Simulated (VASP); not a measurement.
```
CELL_PARAMETERS angstrom
      2.88000     0.00000     0.00000
      0.00000     2.88000     0.00000
      0.00000     0.00000     2.88000
ATOMIC_POSITIONS crystal
  Cr 0.00000 0.00000 0.00000
  Cr 0.50000 0.50000 0.50000
```
Starting moments (μB, in the order of the record's atoms Cr Cr): 1.5 -1.5.

The base run (VASP): PBE GGA, plane waves, VASP's PBE PAW potentials (set 64). Numerical set-up: 400 eV cut-off, 11×11×11 Γ-centred mesh, first-order Methfessel-Paxton smearing of 0.10 eV, potentials Cr_pv.

One setting is varied; ΔE counts from the base run. The base run took about 60 core-seconds. Times come from single runs on busy shared machines, so they are rough: good to a factor of about 2.

Pressures at a finite cut-off, here 400 eV, hold a Pulay part, which wasn't tested here.

```json
[
 {"setting": "ISPIN = 1, the spin start removed", "cost over the base run": "about 1/2", "electronic steps": "13", "bands": "16", "ΔE (meV/atom)": "26.2", "pressure (GPa)": "-10.09"},
 {"setting": "MAGMOM = 0 0", "cost over the base run": "within a factor of 2", "electronic steps": "13", "bands": "16", "ΔE (meV/atom)": "26.2", "pressure (GPa)": "-10.04"},
 {"setting": "MAGMOM = 1.5 1.5", "cost over the base run": "within a factor of 2", "electronic steps": "15", "bands": "18", "ΔE (meV/atom)": "26.2", "pressure (GPa)": "-10.10"},
 {"setting": "NUPDOWN = 0", "cost over the base run": "within a factor of 2", "electronic steps": "16", "bands": "16", "ΔE (meV/atom)": "0.0", "pressure (GPa)": "-4.28"},
 {"setting": "MAGMOM = 3.5 0.5", "cost over the base run": "within a factor of 2", "electronic steps": "17", "bands": "18", "ΔE (meV/atom)": "0.0", "pressure (GPa)": "-4.19"},
 {"setting": "NUPDOWN = 1", "cost over the base run": "within a factor of 2", "electronic steps": "17", "bands": "16", "ΔE (meV/atom)": "195.0", "pressure (GPa)": "-7.94"},
 {"setting": "NUPDOWN = 2", "cost over the base run": "within a factor of 2", "electronic steps": "15", "bands": "16", "ΔE (meV/atom)": "609.7", "pressure (GPa)": "-1.26"},
 {"setting": "base run", "cost over the base run": "reference", "electronic steps": "16", "bands": "16", "ΔE (meV/atom)": "0.0", "pressure (GPa)": "-4.28"},
 {"setting": "MAGMOM = 0.3 -0.3", "cost over the base run": "within a factor of 2", "electronic steps": "19", "bands": "16", "ΔE (meV/atom)": "26.2", "pressure (GPa)": "-10.06"}
]
```

Left out are runs that failed, have no time on record or changed the cell.

The compound is Cr in the bcc, AFM order structure. The cell was not relaxed at this level.
